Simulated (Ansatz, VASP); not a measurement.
# Cross-check of TaN between VASP and Ansatz

Wanted: the spread between two codes on one cell, functional and k mesh. The structure shown is the end of the Ansatz relaxation below.

Calculated with Ansatz 0.2.0; plane waves, with VASP 6.6.1 beside it; single point at PBEsol.

**1. Set-up**

The structure is tetragonal, space group I4/mmm (No. 139). Conventional cell: a = 3.109 Å, b = 3.109 Å, c = 4.244 Å, α = 90.00°, β = 90.00°, γ = 90.00°. N has 6 Ta at 2.12 to 2.20 Å nearest. Nearest to Ta lie 6 N at 2.12 to 2.20 Å. Farther neighbours and most contacts between anions are not listed.

**2. Ansatz: relaxation, PBEsol**

Ansatz runs on its PAW soft_1 files.

This run makes the geometry at which the two programs are then compared.

Contents of input.yaml:

```yaml
crystal:
  lattice:
    - [0.0, 2.1953676129, 2.121771913]
    - [2.1953676129, 0.0, 2.121771913]
    - [2.1953676129, 2.1953676129, 0.0]
  atoms:
    - { symbol: "N", position: [0.0, 0.0, 0.0] }
    - { symbol: Ta, position: [0.5, 0.5, 0.5] }
  conventional_axes: [[-1, 1, 1], [1, -1, 1], [1, 1, -1]]
kpoints:
  mp_grid: { grid: [16, 16, 16] }
hamiltonian:
  xc: pbesol
  pseudopotentials: { kind: paw, azcp: { folder: soft_1 }, xc_functional: pbe }
scf:
  occupations: { method: methfessel_paxton, width: 0.2 }
output:
  forces: true
  stress: true
  eigenvalues: true
relax:
  adjacent_minimum: "off"
  f_tol: 0.001
  max_steps: 60
  cell: { stress_tol: 0.01, fix: [c, angles] }
```

The run is started by

```sh
$ ansatz run input.yaml --threads 4 --pin off --max-ram 10240MiB --backend cpu --events-out ev --progress --plain --runs-dir out
```

Numbers of over 12 decimals in the logs are rounded to 6 here.

What it wrote:

```text
Engine: ansatz 0.2.0, aarch64-unknown-linux-gnu
Pseudopotentials: kind: paw
Pseudopotential: N, paw, valence charge 5, recommended cutoff 420 eV (normal), soft_1/N.paw.azcp
Pseudopotential: Ta, paw, valence charge 13, recommended cutoff 420 eV (normal), soft_1/Ta.paw.azcp
Functional definition: PBEsol
  exchange = pbesol_x
  correlation = pbesol_c
Crystal: 2 atoms, lattice volume = 20.452 Å³
Basis set: ecut = 420 eV, 395 PW (Γ), exchange–correlation on 48×48×48 points (8 copies of the dense FFT grid, shifted against one another)
Bands: 13, of which v1, the nominal top of the filled ones, is band 9 counted from 1 (8 counted from 0)
Symmetry: 16 space group operations
Space group: I4/mmm (ITA 139), of the structure as read, at distance tolerance 2.7e-5 Å
k-points: 349 of 4096
Non-local potential: N, projectors of the file, l = 0: 2, l = 1: 2, l = 2: 1
Non-local potential: Ta, projectors of the file, l = 0: 3, l = 1: 2, l = 2: 2, l = 3: 1
PAW form: soft (Blöchl's): semilocal exchange-correlation on the pseudo side does not see the compensation charge
PAW frozen core: N, regenerated for the run's functional, and the local potential with it (the file was generated under x = pbe(κ = 0.804, μ = 0.219515), c = pbe(β = 0.066725))
PAW frozen core: Ta, regenerated for the run's functional, and the local potential with it (the file was generated under x = pbe(κ = 0.804, μ = 0.219515), c = pbe(β = 0.066725))
PAW one-centre angular grid: N, 110 points (default); XC on 64 Gauss nodes
PAW one-centre angular grid: Ta, 590 points (default); XC on 64 Gauss nodes
Initial density: superposition of atomic densities (chi_scale 0.1, normalization cell, long waves kept (reshape's long-wave potential 0.00 eV rms))
Initial wavefunctions: pseudopotential atomic-orbital guess
Functional: x = pbesol(κ = 0.804, μ = 0.123457), c = pbesol(β = 0.046)
SCF iter   1: F=—  HF=-10188.039069 eV  |F-HF|=—  |Δ(HF+E_count)|=         —  Δρ=5.13e-2  dr2=5.29e-1  ethr=3.10e-3  ⟨swp⟩=5.0  Hψ=48498  notcnv=0
automatic band count: the SCF goes on with 17 bands, as 13 were too few: the levels above may hold too much charge
preconditioner: auto → none  [metal: Δε(μ)=0.017 eV  Ē_g=16.320 eV  σ=0.200 eV  W_gap=0.07  n_scr=8 (ndim 8)  ℏωp=26.0 eV  f_vac=0.000  D(μ)=0.77/eV (n_scr^D=8)  sad-step TF]
SCF iter   2: F=—  HF=-10188.003831 eV  |F-HF|=—  |Δ(HF+E_count)|=   3.52e-2  S|Δr|=    0.00e0  Δρ=3.64e-2  dr2=3.04e-1  ethr=2.94e-3  ⟨swp⟩=1.0  Hψ=8725  notcnv=0
SCF iter   3: F=—  HF=-10187.932924 eV  |F-HF|=—  |Δ(HF+E_count)|=   7.09e-2  S|Δr|=    0.00e0  Δρ=3.19e-3  dr2=4.69e-4  ethr=1.69e-3  ⟨swp⟩=2.4  Hψ=8024  notcnv=0
SCF iter   4: F=—  HF=-10187.933256 eV  |F-HF|=—  |Δ(HF+E_count)|=   3.32e-4  S|Δr|=    0.00e0  Δρ=6.03e-4  dr2=8.99e-5  ethr=2.60e-6  ⟨swp⟩=2.8  Hψ=11193  notcnv=0  defer=524
SCF iter   5: F=—  HF=-10187.933236 eV  |F-HF|=—  |Δ(HF+E_count)|=   2.05e-5  S|Δr|=    0.00e0  Δρ=5.22e-5  dr2=3.87e-7  ethr=4.99e-7  ⟨swp⟩=2.3  Hψ=6995  notcnv=0  defer=584
SCF iter   6: F=-10187.933236 eV  HF=-10187.933236 eV  |F-HF|=1.92e-9  |Δ(HF+E_count)|=   6.75e-8  S|Δr|=    0.00e0  Δρ=5.59e-6  dr2=3.70e-9  ethr=5.56e-10  ⟨swp⟩=8.4  Hψ=27158  notcnv=0
SCF 1 converged in 6 iterations: F = -10187.933236 eV  dr2 = 3.70e-9
  greatest PAW one-centre occupation: 0.999 electrons in one spin orbital (limit 2), on the Ta atom at site 1 (counted from 0), in its partial waves of l = 0
relax step   1: F+E_penalty+E_count = -10187.93323557 eV  Δ(F+E_penalty+E_count) = +0.000e0 eV  max|allowed force component| = 2.524e-29 eV/Å  Δτ_max = 0.0000 Å  P = +9.732 GPa  Ω = 20.452 Å³  fix = [c, alpha, beta, gamma]  reactions: c +26.378 GPa  (6 SCF iters, dr2 threshold 1.00e-7 eV, accepted)
[...]
relax step   2: F+E_penalty+E_count = -10187.93334807 eV  Δ(F+E_penalty+E_count) = -1.125e-4 eV  max|allowed force component| = 5.364e-29 eV/Å  Δτ_max = 0.0000 Å  P = +8.385 GPa  Ω = 20.528 Å³  energy of the carried Pulay correction = -1.424e-4 eV  fix = [c, alpha, beta, gamma]  reactions: c +25.787 GPa  (4 SCF iters, dr2 threshold 2.00e-7 eV, accepted)
[...]
relax step   3: F+E_penalty+E_count = -10187.93338802 eV  Δ(F+E_penalty+E_count) = -3.995e-5 eV  max|allowed force component| = 1.075e-28 eV/Å  Δτ_max = 0.0000 Å  P = +8.629 GPa  Ω = 20.514 Å³  energy of the carried Pulay correction = -1.163e-4 eV  fix = [c, alpha, beta, gamma]  reactions: c +25.895 GPa  (3 SCF iters, dr2 threshold 2.00e-7 eV, accepted)
[...]
relax step   4: F+E_penalty+E_count = -10187.93351535 eV  Δ(F+E_penalty+E_count) = -1.273e-4 eV  max|allowed force component| = 1.208e-28 eV/Å  Δτ_max = 0.0000 Å  P = +8.639 GPa  Ω = 20.514 Å³  fix = [c, alpha, beta, gamma]  reactions: c +25.901 GPa  stress off target by 8.45e-3 GPa on what of the cell is left free  SCF on the basis re-selected at this cell (its energy is not comparable with the rows above)  (4 SCF iters)
basis re-selected at this cell: Δ(F+E_penalty+E_count) = -1.273e-4 eV, ΔP = +0.010 GPa vs the last step (what re-selecting the basis moved, of the pressure what is left beyond the Pulay correction that the steps carried, after the strain that the cell walked since its last selection, with what the two solves' SCF thresholds leave and, on support functions, any second-order correction that the steps lacked; it is no m [...]
SCF converged after 4 iterations
Stability not checked: this state was not tested for a lower state beside it, because cold or Methfessel-Paxton smearing, or corrected tetrahedra, fill the levels in a way that the test cannot read (fill_not_monotonic; see scf.lower_state_search)
Free energy (F): -10187.933515 eV
Harris-Foulkes:  -10187.933515 eV  (|F-HF|=3.64e-12)
Internal energy: -10187.933643 eV  (E = F + TS)
E sigma→0 (E₀):  -10187.933547 eV
Entropy (-TS):   0.000128 eV (0.064 meV/atom)
Fermi energy:    22.250171 eV
--- Per-component energies (eV) ---
  E_band       = -34.789517
  E_kinetic    = 527.535750
  E_local      = -547.160806  (includes V_loc(G=0)·N_el)
  E_nonlocal   = 26.658361
  E_hartree    = 197.574982
  E_xc         = -379.964821
  E_vxc        = -311.467985  (∫ρ·V_xc dr)
  E_paw        = -8304.913907  (= ΣΔE_a)
  E_vpaw       = -125.505757  (= ΣTr[D̂ρ^β])
  E_aug_tail   = 0.000945  (compensation charges beyond the density's cutoff)
  E_ewald      = -1707.905959
  E_core_change = 0.241812  (= ΣΔE_core)
  E_smearing   = 0.000128  (= −TS)
  E_closure    = 0.000000  (closes the sum)
  Σ components = -10187.933515   (vs F -10187.933515, Δ=0.00e0)
--- Forces (eV/Å), atoms counted from 1 ---
  atom   1  N      0.00000000     0.00000000     0.00000000
  atom   2  Ta    -0.00000000    -0.00000000     0.00000000
  max |Σ_I F_I| component: 2.00e-28 eV/Å
--- Stress (GPa, compression-positive) ---
        0.008454       0.000000      -0.000000
        0.000000       0.008454      -0.000000
       -0.000000      -0.000000      25.901451
  P = ⅓ Tr σ = 8.6395 GPa (86.395 kbar)
--- Band table (eV; the first three rows and the last of 349) ---
  k-point 0: bands = [... 5 lower, 18.2831, 18.2831, 18.4777, 19.9053, 19.9053, 20.3533, 22.0565, 22.2923, ... 4 higher]
  k-point 1: bands = [... 5 lower, 17.7868, 17.9128, 18.0850, 20.0932, 20.1472, 20.5043, 22.4621, 22.7109, ... 4 higher]
  k-point 2: bands = [... 5 lower, 16.7407, 17.1705, 17.3229, 20.5097, 20.5542, 20.8067, 23.4453, 23.7124, ... 4 higher]
  k-point 348: bands = [... 5 lower, 15.8532, 16.4786, 17.4347, 17.4347, 24.5318, 26.0562, 26.0562, 27.2816, ... 4 higher]
--- Relaxed structure (3 steps of the walk, 3 accepted, 1 SCFs on fresh bases) ---
  F+E_penalty+E_count = -10187.93351535 eV   max|allowed force component| = 1.208e-28 eV/Å   (the final SCF, on the basis selected at the relaxed cell)
  cell:  # Å, volume = 20.5138 Å³
    - [0.0, 2.198666, 2.121771913]
    - [2.198666, 0.0, 2.121771913]
    - [2.198666, 2.198666, 0.0]
  atoms:
    - { symbol: N, position: [0, 0, 0] }
    - { symbol: Ta, position: [0.500000, 0.500000, 0.500000] }
```

**3. VASP: single point, PBEsol, pair 1**

The same cell, functional, mesh and smearing now go to VASP, with its own data sets.

Lines of VASP's logs that name or quote its potential files are left out, and so is its time.

Contents of INCAR:

```
SYSTEM = TaN
PREC = Accurate
ENCUT = 600
EDIFF = 1E-06
NELM = 120
ISMEAR = 1
SIGMA = 0.2
LREAL = .FALSE.
ALGO = Normal
GGA = PS
NBANDS = 14
LASPH = .TRUE.
LORBIT = 11
LWAVE = .FALSE.
LCHARG = .FALSE.
ISIF = 2
GGA_COMPAT = .FALSE.
KPAR = 2
```

Contents of POSCAR:

```
TaN
1.0
    0.0000000000      2.1986658360      2.1217719130
    2.1986658360      0.0000000000      2.1217719130
    2.1986658360      2.1986658360      0.0000000000
N Ta
1 1
Direct
    0.0000000000      0.0000000000      0.0000000000
    0.5000000000      0.5000000000      0.5000000000
```

Contents of KPOINTS:

```
Automatic mesh
0
Gamma
16 16 16
0 0 0
```

Potentials, in the order of the species: N and Ta_pv (PBE family, release 64).

The run is started by

```sh
$ mpirun -np 2 vasp_std
```

What it wrote:

```text
[banner, memory and clock lines left out]
running    2 mpi-ranks, on    1 nodes
 distrk:  each k-point on    1 cores,    2 groups
 distr:  one band on    1 cores,    1 groups

 POSCAR found type information on POSCAR N Ta
 POSCAR found :  2 types and       2 ions
|                                                                             |
|               ----> ADVICE to this user running VASP <----                  |
|                                                                             |
|     You enforced a specific xc type in the INCAR file but a different       |
|     [... a line on the potential file left out ...]
|     I HOPE YOU KNOW WHAT YOU ARE DOING!                                     |
|                                                                             |

 LDA part: xc-table for (Slater+PW92), standard interpolation
 POSCAR, INCAR and KPOINTS ok, starting setup
 FFT: planning ... GRIDC
 FFT: planning ... GRID_SOFT
 FFT: planning ... GRID
 WAVECAR not read
 entering main loop
       N       E                     dE             d eps       ncg     rms          rms(c)
DAV:   1     0.970488129322E+02    0.97049E+02   -0.97639E+03  9772   0.136E+03
DAV:   2    -0.226433984109E+02   -0.11969E+03   -0.11272E+03 12018   0.344E+02
DAV:   3    -0.259396248487E+02   -0.32962E+01   -0.32582E+01 11464   0.540E+01
DAV:   4    -0.259566346499E+02   -0.17010E-01   -0.17001E-01 11338   0.396E+00
DAV:   5    -0.259567425262E+02   -0.10788E-03   -0.10788E-03 11326   0.294E-01    0.263E+01
DAV:   6    -0.232744678238E+02    0.26823E+01   -0.56237E+00 11688   0.279E+01    0.111E+01
DAV:   7    -0.231986940202E+02    0.75774E-01   -0.38250E-01 12220   0.599E+00    0.754E+00
DAV:   8    -0.231656644728E+02    0.33030E-01   -0.12792E-01 11722   0.329E+00    0.164E+00
DAV:   9    -0.231608701857E+02    0.47943E-02   -0.13779E-02 10918   0.104E+00    0.372E-01
DAV:  10    -0.231607307206E+02    0.13947E-03   -0.57601E-04 13270   0.301E-01    0.102E-01
DAV:  11    -0.231607008676E+02    0.29853E-04   -0.55671E-05 11086   0.844E-02    0.215E-02
DAV:  12    -0.231607006302E+02    0.23742E-06   -0.35781E-06 12466   0.201E-02
   1 F= -.23160701E+02 E0= -.23160754E+02  d E =0.159405E-03
```

Parts of OUTCAR (step 3):

```text
ion  position               nearest neighbor table
   1  0.000  0.000  0.000-   2 2.12   2 2.12   2 2.20   2 2.20   2 2.20   2 2.20
   2  0.500  0.500  0.500-   1 2.12   1 2.12   1 2.20   1 2.20   1 2.20   1 2.20

  LATTYP: Found a body centered tetragonal cell.
 ALAT       =     3.1093830444
 C/A-ratio  =     1.3647542826

 Subroutine GETGRP returns: Found 16 space group operations
 (whereof 16 operations were pure point group operations)

The static configuration has the point symmetry D_4h.

 Found    349 irreducible k-points:

   k-points           NKPTS =    349   k-points in BZ     NKDIM =    349   number of bands    NBANDS=     14

   dimension x,y,z NGX =    24 NGY =   24 NGZ =   28
   dimension x,y,z NGXF=    48 NGYF=   48 NGZF=   56

   ENCUT  =  600.0 eV  44.10 Ry    6.64 a.u.   6.10  6.10  6.21*2*pi/ulx,y,z

   NELECT =      16.0000    total number of electrons

 k-points in reciprocal lattice and weights: Automatic mesh
   0.00000000  0.00000000  0.00000000       0.000
   0.06250000  0.00000000  0.00000000       0.002
   0.12500000  0.00000000  0.00000000       0.002
   0.18750000 -0.00000000  0.00000000       0.002
   0.25000000  0.00000000  0.00000000       0.002
   0.31250000 -0.00000000  0.00000000       0.002
   0.37500000 -0.00000000  0.00000000       0.002
   0.43750000 -0.00000000  0.00000000       0.002
   0.50000000  0.00000000  0.00000000       0.001
[...]
-0.31250000  0.18750000  0.50000000       0.001
  -0.25000000  0.25000000  0.50000000       0.000

 average (electrostatic) potential at core
       1 -61.0008       2 -34.0997

 E-fermi :   9.7748

 k-point     1 :       0.0000    0.0000    0.0000
  band No.  band energies     occupation
    ...
      8       7.4162      2.00000
      9       7.4162      2.00000
     10       7.8624      2.00000
     11       9.5598      2.06251
     12       9.8020      0.77139
     13      11.9609     -0.00000
     14      19.1930      0.00000

 k-point     2 :       0.0625    0.0000    0.0000
  band No.  band energies     occupation
    ...
      6       5.4494      2.00000
      7       5.6232      2.00000
      8       7.6059      2.00000
      9       7.6630      2.00000
     10       8.0163      2.00000
     11       9.9701     -0.04503
     12      10.2254     -0.00649
     13      12.2582     -0.00000
     14      19.5041      0.00000

 k-point     3 :       0.1250    0.0000    0.0000
  band No.  band energies     occupation
    ...
      6       4.7004      2.00000
      7       4.8544      2.00000
      8       8.0234      2.00000
      9       8.0743      2.00000
     10       8.3214      2.00000
     11      10.9609     -0.00000
     12      11.2347     -0.00000
     13      13.0264     -0.00000
     14      20.3675      0.00000

  Total        0.1481900      0.1481900      3.5070931      0.0000000     -0.0000000     -0.0000000
  in kB       11.5739705     11.5739705    273.9117948      0.0000000     -0.0000000     -0.0000000
  external PRESSURE =      99.0199120 kB  Pullay stress =       0.0000000 kB

  energy-cutoff  :      600.00
  volume of cell :       20.51
      direct lattice vectors                 reciprocal lattice vectors
     0.000000000  2.198665836  2.121771913    -0.227410638  0.227410638  0.235652097
     2.198665836  0.000000000  2.121771913     0.227410638 -0.227410638  0.235652097
     2.198665836  2.198665836  0.000000000     0.227410638  0.227410638 -0.235652097

 POSITION                                       TOTAL-FORCE (eV/Angst)
 -----------------------------------------------------------------------------------
      0.00000      0.00000      0.00000         0.000000      0.000000     -0.000000
      2.19867      2.19867      2.12177         0.000000      0.000000      0.000000
 -----------------------------------------------------------------------------------
    total drift:                                0.000000     -0.000000     -0.000000

  FREE ENERGIE OF THE ION-ELECTRON SYSTEM (eV)
  ---------------------------------------------------
  free  energy   TOTEN  =       -23.1607006302 eV

  energy  without entropy=      -23.1608600351  energy(sigma->0) =      -23.16075377

 total charge
# of ion       s       p       d       tot
------------------------------------------
    1        1.223   2.547   0.000   3.770
    2        0.284   6.246   2.514   9.044
--------------------------------------------------
tot          1.507   8.793   2.514  12.814

[... 3 further parts left out ...]
```

The run ends at a pressure of 9.90 GPa.

**4. Comparison**

Known differences besides the potentials themselves: the data sets hold 18 valence electrons in Ansatz (on its PAW soft_1 files) and 16 in VASP; the cutoff is 420 eV in Ansatz and 600 eV in VASP; Ansatz makes its cores anew for this functional, VASP keeps those of its PBE data sets; Ansatz's pressure holds a Pulay correction, VASP's none. Total energies have different zeros and are not compared.

The two programs side by side:

```csv
quantity,Ansatz,VASP,difference
pressure (GPa),8.64,9.90,-1.26
```

**5. Further runs**

Further runs change the set-up of one program: Ansatz's method, potentials or start, or VASP's data sets, cutoff or form of LDA. The table gives that difference for each run.

```csv
run,pressure (GPa)
as above,-1.3
VASP with the data sets N and Ta_sv_GW,-0.41
```

**6. Ansatz: relaxation, PBEsol**

This run makes the geometry at which the two programs are then compared. The cell compared in this pair holds 20.37 Å³, against 20.51 Å³ for the pair before.

The structure compared here is the end of the Ansatz relaxation.

Changes to input.yaml since step 2:

```diff
@@ -2,5 +2,5 @@
   lattice:
-    - [0.0, 2.1953676129, 2.121771913]
-    - [2.1953676129, 0.0, 2.121771913]
-    - [2.1953676129, 2.1953676129, 0.0]
+    - [0.0, 2.198665836, 2.0998979758]
+    - [2.198665836, 0.0, 2.0998979758]
+    - [2.198665836, 2.198665836, 0.0]
   atoms:
```

The run is started by

```sh
$ ansatz run input.yaml --threads 4 --pin off --max-ram 10240MiB --backend cpu --events-out ev --progress --plain --runs-dir out
```

What it wrote:

```text
[...]
Crystal: 2 atoms, lattice volume = 20.302 Å³
Basis set: ecut = 420 eV, 395 PW (Γ), exchange–correlation on 48×48×48 points (8 copies of the dense FFT grid, shifted against one another)
Bands: 13, of which v1, the nominal top of the filled ones, is band 9 counted from 1 (8 counted from 0)
Symmetry: 16 space group operations
[...]
k-points: 349 of 4096
[...]
k-point 348: bands = [... 5 lower, 16.1236, 16.5832, 17.5487, 17.5487, 24.7473, 26.2662, 26.2662, 27.5526, ... 4 higher]
--- Relaxed structure (3 steps of the walk, 3 accepted, 1 SCFs on fresh bases) ---
[...]
cell:  # Å, volume = 20.3659 Å³
    - [0.0, 2.202103, 2.0998979758]
    - [2.202103, 0.0, 2.0998979758]
    - [2.202103, 2.202103, 0.0]
  atoms:
    - { symbol: N, position: [0, 0, 0] }
    - { symbol: Ta, position: [0.500000, 0.500000, 0.500000] }
[key lines of the parts left out:]
SCF converged after 4 iterations
Free energy (F): -10187.891784 eV
Fermi energy:    22.418567 eV
P = ⅓ Tr σ = 12.4687 GPa (124.687 kbar)
```

(Continued in part 2 of 2.)

[Lines on the potential files, build, host, timing and source positions are cut from VASP's logs without a mark.]

[Logs are printed without paths, hosts, clocks, repeated set-up lines and the standing remarks that a program may print on its own settings, such as how far it seeks lower states.]

[Hosts, paths, dates, database ids (printed as entryN), source tags and the programs' standing remarks are cut or masked in the printed files.]
